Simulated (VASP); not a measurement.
A run of VASP 6.6.1:

Contents of INCAR:

```
PREC     = Accurate       # precision mode
ENCUT    = 520            # plane-wave cutoff, eV
EDIFF    = 1E-7           # SCF threshold, eV
ISMEAR   = 1              # smearing method
SIGMA    = 0.15           # smearing width, eV
LREAL    = F              # projectors in reciprocal space
LASPH    = T              # aspherical terms in the spheres
NELM     = 100            # most SCF steps
ALGO     = Fast           # electronic algorithm
ISIF     = 2              # what is computed and relaxed
LWAVE    = F              # write WAVECAR
LCHARG   = F              # write CHGCAR
GGA      = PE             # functional
NBANDS   = 26             # bands
```

KPOINTS

```
Automatic mesh
0
Gamma
  4 4 4
```

The input POSCAR:

```
InHAu2
1.0
    3.9405580000      0.4320560000      0.2768380000
    0.3179740000      4.2338340000     -0.1556330000
   -0.3198880000     -0.2079110000      4.2222110000
Au In H
2 1 1
Direct
    0.1969368940      0.4028761650      0.1411881619
    0.1327061700      0.8871868329      0.6873146410
    0.6973886376      0.4295458792      0.6280566836
    0.1744458245      0.8621195319      0.1860572615
```

Potentials or basis: VASP PAW PBE potentials, release 64 (Au, In_d, H).

Command:

```console
$ cat potpaw_PBE.64/Au/POTCAR potpaw_PBE.64/In_d/POTCAR potpaw_PBE.64/H/POTCAR > POTCAR
$ mpirun -np 1 vasp_std > vasp.out
```

Hardware: 1 thread of Intel(R) Xeon(R) Platinum 8375C CPU @ 2.90GHz (Ice Lake), with other jobs on the host.

Task: How long does it take, and how much memory?

Result: Wall time 55 s on 1 thread of Intel(R) Xeon(R) Platinum 8375C CPU @ 2.90GHz (Ice Lake), with other jobs on the host, peak memory 0.21 GiB. Counts: scf iterations 16, k points 36.
